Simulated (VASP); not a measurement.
Here is a VASP 6.6.1 calculation.

File POSCAR:

```
Ge                                      
1.0
    0.0000000000      2.8679304950      2.8679304950
    2.8679304950      0.0000000000      2.8679304950
    2.8679304950      2.8679304950      0.0000000000
  Ge            
     2
Direct
     0.0000000000000000    0.0000000000000000    0.0000000000000000
     0.2500000000000000    0.2500000000000000    0.2500000000000000
```

File INCAR.step1:

```
  PREC = Accurate
  ENCUT = 520
  EDIFF = 1E-5
  ISMEAR = 0
  SIGMA = 0.02
  LREAL = False
  LASPH = True
  NELM = 80
  ALGO = Normal
  ISIF = 2
  LWAVE = True
  KPAR = 4
  GGA = PE
```

INCAR.step2

```
  PREC = Accurate
  ENCUT = 520
  EDIFF = 1E-7
  ISMEAR = 0
  SIGMA = 0.02
  LREAL = False
  LASPH = True
  NELM = 80
  ALGO = Normal
  ISIF = 2
  LWAVE = False
  LCHARG = False
  GGA = PE
  LHFCALC = True
  HFSCREEN = 0.2
  PRECFOCK = Fast
  KPAR = 4
  ISTART = 1
```

Contents of KPOINTS:

```
Automatic mesh
0
Gamma
  6 6 6
```

Potentials or basis: VASP PAW PBE potentials, release 64 (Ge_d).

Run with:

```bash
$ cat potpaw_PBE.64/Ge_d/POTCAR > POTCAR
$ cp INCAR.step1 INCAR
$ mpirun -np 4 vasp_std > vasp.out
$ cp INCAR.step2 INCAR
$ mpirun -np 4 vasp_std > vasp.out
```

Problem. Predict the band gap on the k mesh.

Solution. 0.47 eV, direct.

Problem. Estimate the pressure.

Solution. -2.0 GPa.

Caveat: the PAW data sets were made with another functional, which shifts forces and pressure a little. A k mesh can miss the band edges.
